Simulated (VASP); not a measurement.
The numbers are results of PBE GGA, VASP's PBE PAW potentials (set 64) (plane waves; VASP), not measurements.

VASP ran on this input.

File KPOINTS:
```
K-points
0
gamma
  8 8 5
0 0 0
```

POSCAR:
```
NbP
1
    3.9604736592    -0.0000000000     0.0000000000
   -1.9802368296     3.4298709351    -0.0000000000
    0.0000000000    -0.0000000000     6.4033108809
Nb P
2 2
Direct
  0.3333330000   0.6666670000   0.0006297574
  0.6666670000   0.3333330000   0.5006297574
  0.3333330000   0.6666670000   0.3743702426
  0.6666670000   0.3333330000   0.8743702426
```

**INCAR**
```
SYSTEM  =  NbP
PREC  =  Accurate; ENCUT  =  400; LREAL  =  .FALSE.
LASPH  =  .TRUE.
EDIFF  =  1E-6; NELM  =  100; ALGO  =  Normal
LMAXMIX  =  4
ISMEAR  =  1; SIGMA  =  0.1
GGA  =  PE
IBRION  =  2; NSW  =  60; ISIF  =  3
EDIFFG  =  -0.02
LWAVE  =  .FALSE.; LCHARG  =  .FALSE.
```

POTCAR, in this order: Nb_sv P (PBE.64 set). Program: vasp_std.

Output of the run:

OSZICAR:
```
...
DAV:   3    -0.319531917569E+02    0.87625E-03   -0.30742E-03  2016   0.440E-01    0.964E-02
DAV:   4    -0.319531419443E+02    0.49813E-04   -0.11031E-03  2224   0.171E-01    0.410E-02
DAV:   5    -0.319531630557E+02   -0.21111E-04   -0.16998E-04  2402   0.801E-02    0.374E-02
DAV:   6    -0.319531862963E+02   -0.23241E-04   -0.21000E-05  2120   0.287E-02    0.205E-02
DAV:   7    -0.319532034179E+02   -0.17122E-04   -0.30806E-05  2506   0.338E-02    0.440E-03
DAV:   8    -0.319532037046E+02   -0.28669E-06   -0.18237E-06  1142   0.941E-03
  19 F= -.31953204E+02 E0= -.31953347E+02  d E =-.417617E-01
       N       E                     dE             d eps       ncg     rms          rms(c)
DAV:   1    -0.320082549827E+02   -0.55052E-01   -0.16817E+00  1698   0.127E+01    0.106E+00
DAV:   2    -0.319939108446E+02    0.14344E-01   -0.14817E-01  1836   0.364E+00    0.421E-01
DAV:   3    -0.319903583954E+02    0.35524E-02   -0.12137E-02  2038   0.877E-01    0.191E-01
DAV:   4    -0.319901527005E+02    0.20569E-03   -0.44369E-03  2246   0.344E-01    0.830E-02
DAV:   5    -0.319902290579E+02   -0.76357E-04   -0.63804E-04  2380   0.158E-01    0.746E-02
DAV:   6    -0.319903153853E+02   -0.86327E-04   -0.90754E-05  2346   0.581E-02    0.408E-02
DAV:   7    -0.319903677171E+02   -0.52332E-04   -0.11069E-04  2470   0.656E-02    0.851E-03
DAV:   8    -0.319903686233E+02   -0.90618E-06   -0.86377E-06  1816   0.195E-02
  20 F= -.31990369E+02 E0= -.31990556E+02  d E =-.789266E-01
       N       E                     dE             d eps       ncg     rms          rms(c)
DAV:   1    -0.320846931856E+02   -0.94325E-01   -0.67389E+00  1704   0.256E+01    0.219E+00
DAV:   2    -0.320295427791E+02    0.55150E-01   -0.60579E-01  1826   0.734E+00    0.843E-01
DAV:   3    -0.320151689852E+02    0.14374E-01   -0.49663E-02  2020   0.180E+00    0.384E-01
DAV:   4    -0.320143661647E+02    0.80282E-03   -0.17767E-02  2230   0.703E-01    0.168E-01
DAV:   5    -0.320146546781E+02   -0.28851E-03   -0.26389E-03  2434   0.325E-01    0.150E-01
DAV:   6    -0.320149736307E+02   -0.31895E-03   -0.33989E-04  2276   0.116E-01    0.833E-02
DAV:   7    -0.320151610604E+02   -0.18743E-03   -0.48087E-04  2466   0.137E-01    0.182E-02
DAV:   8    -0.320151644684E+02   -0.34080E-05   -0.35854E-05  1834   0.411E-02    0.107E-02
DAV:   9    -0.320151640432E+02    0.42518E-06   -0.25220E-06  1286   0.134E-02
  21 F= -.32015164E+02 E0= -.32015737E+02  d E =-.103722E+00
       N       E                     dE             d eps       ncg     rms          rms(c)
DAV:   1    -0.320181279324E+02   -0.29635E-02   -0.19570E-01  1704   0.436E+00    0.367E-01
DAV:   2    -0.320165322196E+02    0.15957E-02   -0.16968E-02  1820   0.124E+00    0.143E-01
DAV:   3    -0.320161263441E+02    0.40588E-03   -0.14425E-03  2014   0.301E-01    0.630E-02
DAV:   4    -0.320160963528E+02    0.29991E-04   -0.50768E-04  2244   0.115E-01    0.272E-02
DAV:   5    -0.320161010321E+02   -0.46794E-05   -0.78237E-05  2512   0.551E-02    0.253E-02
DAV:   6    -0.320161057836E+02   -0.47515E-05   -0.88383E-06  1894   0.190E-02    0.141E-02
DAV:   7    -0.320161054014E+02    0.38217E-06   -0.16424E-05  2506   0.244E-02    0.343E-03
DAV:   8    -0.320161053792E+02    0.22198E-07   -0.74852E-07   964   0.638E-03
  22 F= -.32016105E+02 E0= -.32016590E+02  d E =-.104663E+00
       N       E                     dE             d eps       ncg     rms          rms(c)
DAV:   1    -0.320161809571E+02   -0.75556E-04   -0.83020E-03  1704   0.898E-01    0.765E-02
DAV:   2    -0.320161114706E+02    0.69486E-04   -0.72365E-04  1824   0.255E-01    0.297E-02
DAV:   3    -0.320160934815E+02    0.17989E-04   -0.62239E-05  1982   0.630E-02    0.130E-02
DAV:   4    -0.320160932682E+02    0.21323E-06   -0.21626E-05  2214   0.238E-02    0.563E-03
DAV:   5    -0.320160941488E+02   -0.88051E-06   -0.25738E-06  1250   0.113E-02
  23 F= -.32016094E+02 E0= -.32016597E+02  d E =-.104652E+00
       N       E                     dE             d eps       ncg     rms          rms(c)
DAV:   1    -0.320162330799E+02   -0.13981E-03   -0.21339E-03  1484   0.459E-01    0.398E-02
DAV:   2    -0.320161970961E+02    0.35984E-04   -0.16221E-04  1664   0.121E-01    0.175E-02
DAV:   3    -0.320161888978E+02    0.81983E-05   -0.35064E-05  2196   0.483E-02    0.816E-03
DAV:   4    -0.320161898116E+02   -0.91384E-06   -0.45848E-06  1578   0.136E-02
  24 F= -.32016190E+02 E0= -.32016685E+02  d E =-.956629E-04
       N       E                     dE             d eps       ncg     rms          rms(c)
DAV:   1    -0.320168419819E+02   -0.65308E-03   -0.19082E-02  1484   0.137E+00    0.122E-01
DAV:   2    -0.320165196528E+02    0.32233E-03   -0.14996E-03  1678   0.365E-01    0.542E-02
DAV:   3    -0.320164424578E+02    0.77195E-04   -0.30636E-04  2092   0.144E-01    0.233E-02
DAV:   4    -0.320164451780E+02   -0.27203E-05   -0.47421E-05  2260   0.419E-02    0.120E-02
DAV:   5    -0.320164479446E+02   -0.27666E-05   -0.73934E-06  1886   0.208E-02    0.885E-03
DAV:   6    -0.320164503228E+02   -0.23782E-05   -0.23627E-06  1222   0.111E-02    0.155E-03
DAV:   7    -0.320164506965E+02   -0.37366E-06   -0.76184E-07   948   0.910E-03
  25 F= -.32016451E+02 E0= -.32016925E+02  d E =-.356548E-03
       N       E                     dE             d eps       ncg     rms          rms(c)
DAV:   1    -0.320184439567E+02   -0.19936E-02   -0.77098E-02  1478   0.275E+00    0.246E-01
DAV:   2    -0.320171498678E+02    0.12941E-02   -0.60960E-03  1678   0.736E-01    0.110E-01
DAV:   3    -0.320168351307E+02    0.31474E-03   -0.12469E-03  2092   0.293E-01    0.466E-02
DAV:   4    -0.320168401819E+02   -0.50513E-05   -0.18715E-04  2236   0.839E-02    0.229E-02
DAV:   5    -0.320168477820E+02   -0.76000E-05   -0.35227E-05  2616   0.429E-02    0.189E-02
DAV:   6    -0.320168527986E+02   -0.50166E-05   -0.64861E-06  1486   0.184E-02    0.601E-03
DAV:   7    -0.320168546920E+02   -0.18935E-05   -0.20464E-06  1082   0.127E-02    0.224E-03
DAV:   8    -0.320168546421E+02    0.49896E-07   -0.61727E-07   948   0.913E-03
  26 F= -.32016855E+02 E0= -.32017293E+02  d E =-.760493E-03
       N       E                     dE             d eps       ncg     rms          rms(c)
DAV:   1    -0.320235694512E+02   -0.67148E-02   -0.30923E-01  1472   0.552E+00    0.495E-01
DAV:   2    -0.320184024026E+02    0.51670E-02   -0.24505E-02  1678   0.148E+00    0.221E-01
DAV:   3    -0.320171362043E+02    0.12662E-02   -0.50091E-03  2092   0.588E-01    0.939E-02
DAV:   4    -0.320171484380E+02   -0.12234E-04   -0.74580E-04  2228   0.167E-01    0.462E-02
DAV:   5    -0.320171732640E+02   -0.24826E-04   -0.14061E-04  2616   0.856E-02    0.376E-02
DAV:   6    -0.320171878133E+02   -0.14549E-04   -0.27834E-05  1904   0.368E-02    0.114E-02
DAV:   7    -0.320171927880E+02   -0.49747E-05   -0.98454E-06  2282   0.197E-02    0.478E-03
DAV:   8    -0.320171928772E+02   -0.89218E-07   -0.48246E-07  1020   0.601E-03
  27 F= -.32017193E+02 E0= -.32017584E+02  d E =-.109873E-02
       N       E                     dE             d eps       ncg     rms          rms(c)
DAV:   1    -0.320184040528E+02   -0.12113E-02   -0.45105E-02  1692   0.234E+00    0.241E-01
DAV:   2    -0.320174633112E+02    0.94074E-03   -0.53070E-03  1980   0.675E-01    0.975E-02
DAV:   3    -0.320172820759E+02    0.18124E-03   -0.51353E-04  2068   0.191E-01    0.372E-02
DAV:   4    -0.320172704939E+02    0.11582E-04   -0.21640E-04  2428   0.706E-02    0.196E-02
DAV:   5    -0.320172739322E+02   -0.34384E-05   -0.17675E-05  1936   0.290E-02    0.147E-02
DAV:   6    -0.320172747701E+02   -0.83788E-06   -0.13728E-05  2226   0.195E-02    0.391E-03
DAV:   7    -0.320172733812E+02    0.13890E-05   -0.25223E-06  1216   0.147E-02    0.184E-03
DAV:   8    -0.320172735066E+02   -0.12544E-06   -0.77432E-07   876   0.784E-03
  28 F= -.32017274E+02 E0= -.32017651E+02  d E =-.806294E-04
```

### OUTCAR
```
------------------------ aborting loop because EDIFF is reached ----------------------------------------
  FORCE on cell =-STRESS in cart. coord.  units (eV):
  Direction    XX          YY          ZZ          XY          YZ          ZX
  --------------------------------------------------------------------------------------
  Total       -0.0291854     -0.0291854     -0.0690338      0.0000000      0.0000000      0.0000000
  in kB       -0.5948856     -0.5948856     -1.4071163      0.0000000      0.0000000      0.0000000
  external PRESSURE =      -0.8656292 kB  Pullay stress =       0.0000000 kB
  volume of cell :       78.60
      direct lattice vectors                 reciprocal lattice vectors
     3.442475093 -0.000000000  0.000000000     0.290488667  0.167713705 -0.000000000
    -1.721237546  2.981270965 -0.000000000     0.000000000  0.335427411 -0.000000000
    -0.000000000  0.000000000  7.658970380    -0.000000000  0.000000000  0.130565853
 POSITION                                       TOTAL-FORCE (eV/Angst)
 -----------------------------------------------------------------------------------
     -0.00000      1.98751      0.22941        -0.000000      0.000000     -0.000989
      1.72124      0.99376      4.05889         0.000000     -0.000000     -0.000989
     -0.00000      1.98751      2.64270        -0.000000      0.000000      0.000989
      1.72124      0.99376      6.47219        -0.000000      0.000000      0.000989
 -----------------------------------------------------------------------------------
    total drift:                               -0.003413      0.001970      0.000399
  FREE ENERGIE OF THE ION-ELECTRON SYSTEM (eV)
  ---------------------------------------------------
  free  energy   TOTEN  =       -32.0172735066 eV

  energy  without entropy=      -32.0184057146  energy(sigma->0) =      -32.01765091

 reached required accuracy - stopping structural energy minimisation
```
(Selected blocks of OUTCAR.)

CONTCAR:
```
NbP
   1.00000000000000
     3.4424750929452883   -0.0000000000000001    0.0000000000000000
    -1.7212375464726442    2.9812709654094114   -0.0000000000000000
    -0.0000000000000000    0.0000000000000001    7.6589703796998245
  Nb              P
     2     2
Direct
     0.3333330000000032    0.6666669999999968    0.0299530818096071
     0.6666669999999968    0.3333330000000032    0.5299530818096069
     0.3333330000000032    0.6666669999999968    0.3450469181903930
     0.6666669999999968    0.3333330000000032    0.8450469181903932
```

Energy and stress use the plane-wave basis of the starting cell.

The structure was generated: NbP was put into the wurtzite type (P6_3mc), which need not be its known phase. This run relaxes it. Symmetry was kept, so distortions that lower it aren't found. The start is the result of an earlier pass.
